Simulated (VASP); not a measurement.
# What goes wrong when the gap of CdTe is computed with a bad input, part 2 of 2

Some runs for the gap of CdTe get a fault in the input on purpose. Which of them show, and how? The starting structure is a measured crystal structure from the Crystallography Open Database. Cell and atoms stay as given unless a step says otherwise.

VASP 6.6.1.

Results so far: reference 0.547 eV; a wide metal-type smearing 0.550 eV.

### Step 5. Bands with a cutoff far too low (continued)

Level of this step: LDA; plane waves and PAW (Te, Cd) (VASP).

OUTCAR, selected parts (step 5):

```text
  Total     -186.6148011   -186.6148011   -186.6148011     -0.0000000      0.0000000      0.0000000
  in kB    -4395.3315699  -4395.3315699  -4395.3315699     -0.0000000      0.0000000      0.0000000
  external PRESSURE =   -4395.3315699 kB  Pullay stress =       0.0000000 kB

 POSITION                                       TOTAL-FORCE (eV/Angst)
 -----------------------------------------------------------------------------------
      4.86000      4.86000      4.86000         0.000000      0.000000      0.000000
      0.00000      0.00000      0.00000        -0.000000     -0.000000     -0.000000
 -----------------------------------------------------------------------------------
    total drift:                               -0.000015     -0.000015     -0.000020

  FREE ENERGIE OF THE ION-ELECTRON SYSTEM (eV)
  ---------------------------------------------------
  free  energy   TOTEN  =        27.7921691514 eV

  energy  without entropy=       27.7923834046  energy(sigma->0) =       27.79227628

[... 1 part as in an earlier step ...]

[... 2 further parts left out ...]
[key lines of the parts left out:]
E-fermi :   2.4026
```

With a cutoff far too low there is no gap to read, since by its occupations the run counts as a metal (its levels may still leave one).

### Step 6. Bands with no empty bands

A slip made on purpose: no empty bands. Against step 2 the input has NBANDS = 9 and no band path (also changed: NELM).

Input file INCAR:

```
SYSTEM = CdTe
PREC = Accurate
ENCUT = 350
EDIFF = 1E-06
NELM = 60
ISMEAR = 0
SIGMA = 0.03
LREAL = .FALSE.
ALGO = Normal
GGA = CA
NBANDS = 9
LORBIT = 11
LWAVE = .FALSE.
LCHARG = .FALSE.
KPAR = 4
```

Input file POSCAR:

```
CdTe
1.0
    0.0000000000      3.2400000000      3.2400000000
    3.2400000000      0.0000000000      3.2400000000
    3.2400000000      3.2400000000      0.0000000000
Te Cd
1 1
Direct
    0.7500000000      0.7500000000      0.7500000000
    0.0000000000      0.0000000000      0.0000000000
```

Input file KPOINTS:

```
Automatic mesh
0
Gamma
6 6 6
0 0 0
```

PAW data sets: Te and Cd (LDA family, release 64).

Run with:

```bash
mpirun -np 4 vasp_std
```

What it wrote:

```text
[... set-up lines as in an earlier step ...]
 entering main loop
       N       E                     dE             d eps       ncg     rms          rms(c)
DAV:   1     0.947876485160E+02    0.94788E+02   -0.68754E+03   288   0.126E+03
DAV:   2     0.840572435793E-01   -0.94704E+02   -0.94704E+02   356   0.332E+02
DAV:   3    -0.607096266670E+01   -0.61550E+01   -0.61550E+01   304   0.796E+01
DAV:   4    -0.627488039004E+01   -0.20392E+00   -0.20392E+00   337   0.101E+01
[...]
DAV:  11    -0.603542441105E+01   -0.40461E-05   -0.47402E-05   311   0.920E-02    0.369E-02
DAV:  12    -0.603542241628E+01    0.19948E-05   -0.79160E-06   297   0.353E-02    0.195E-02
DAV:  13    -0.603542245322E+01   -0.36935E-07   -0.27112E-07   144   0.547E-03
 -----------------------------------------------------------------------------
|                                                                             |
|           W    W    AA    RRRRR   N    N  II  N    N   GGGG   !!!           |
|           W    W   A  A   R    R  NN   N  II  NN   N  G    G  !!!           |
|           W    W  A    A  R    R  N N  N  II  N N  N  G       !!!           |
|           W WW W  AAAAAA  RRRRR   N  N N  II  N  N N  G  GGG   !            |
|           WW  WW  A    A  R   R   N   NN  II  N   NN  G    G                |
|           W    W  A    A  R    R  N    N  II  N    N   GGGG   !!!           |
|                                                                             |
|     Your highest band is occupied at some k-points! Unless you are          |
|     performing a calculation for an insulator or semiconductor, without     |
|     unoccupied bands, you have included TOO FEW BANDS!! Please increase     |
|     the parameter NBANDS in file INCAR to ensure that the highest band      |
|     is unoccupied at all k-points. It is always recommended to include      |
|     a few unoccupied bands to accelerate the convergence of                 |
|     molecular-dynamics runs (even for insulators or semiconductors),        |
|     since the presence of unoccupied bands improves wavefunction            |
|     prediction and helps to suppress 'band-crossings'.                      |
|                                                                             |
 -----------------------------------------------------------------------------

   1 F= -.60354225E+01 E0= -.60354225E+01  d E =-.217291E-14
```

The job ended after 2.4 s (4 MPI ranks of Intel Xeon Platinum 8259CL at 2.50GHz (Skylake/Cascade Lake), shared host; peak memory 0.51 GiB; 7.4 s of CPU time).

From OUTCAR (step 6):

```text
  Total       -0.6281790     -0.6281790     -0.6281790      0.0000000      0.0000000      0.0000000
  in kB      -14.7954772    -14.7954772    -14.7954772      0.0000000      0.0000000      0.0000000
  external PRESSURE =     -14.7954772 kB  Pullay stress =       0.0000000 kB

 POSITION                                       TOTAL-FORCE (eV/Angst)
 -----------------------------------------------------------------------------------
      4.86000      4.86000      4.86000        -0.000000     -0.000000     -0.000000
      0.00000      0.00000      0.00000         0.000000      0.000000      0.000000
 -----------------------------------------------------------------------------------
    total drift:                                0.000000      0.000000      0.000000

  FREE ENERGIE OF THE ION-ELECTRON SYSTEM (eV)
  ---------------------------------------------------
  free  energy   TOTEN  =        -6.0354224532 eV

  energy  without entropy=       -6.0354224532  energy(sigma->0) =       -6.03542245

[... 1 part as in an earlier step ...]

[... 2 further parts left out ...]
[key lines of the parts left out:]
E-fermi :   2.3151
```

The run converges, yet it holds no empty band, so no gap can be read from it.

### Step 7. The runs compared

```csv
run,ended,gap (eV),change (eV),core minutes
reference,converged,0.547,-,0.747
a wide metal-type smearing,converged,0.55,0.003,0.72
a hybrid's name typed into the meta-GGA tag,stopped by VASP,-,-,0.24
a cutoff far too low,converged,none,-,0.147
no empty bands,converged,-,-,0.16
```

Core minutes are wall time times ranks of the run shown, on a shared host.

### Step 8. Outcome

```yaml
reference_gap: 0.547 eV
gap_with_a_wide_metal_type_smearing: 0.550 eV
gap_with_a_cutoff_far_too_low: none to read from the occupations
run_with_a_hybrid_s_name_typed_into_the_meta_gga_tag: stopped by VASP
run_with_no_empty_bands: converged
```

In words: VASP stopped by itself in the run with a hybrid's name typed into the meta-GGA tag. The run without empty bands converged, and still can't show a gap. Finished, but with signs in the output that stand out against the reference: a wide metal-type smearing, with the gap changed by less than 0.01 eV (signs: a large entropy term in the energy); a cutoff far too low, with no gap to read, since by its occupations the run counts as a metal (its levels may still leave one) (signs: a stress of up to 439.5 GPa). Further runs on this material are not shown.

[Lines on the potential files, build, host, timing and source positions are cut from VASP's logs without a mark.]

[Logs are printed without paths, hosts, clocks, repeated set-up lines and the standing remarks that a program may print on its own settings, such as how far it seeks lower states.]

[Hosts, paths, dates, database ids (printed as entryN), source tags and the programs' standing remarks are cut or masked in the printed files.]
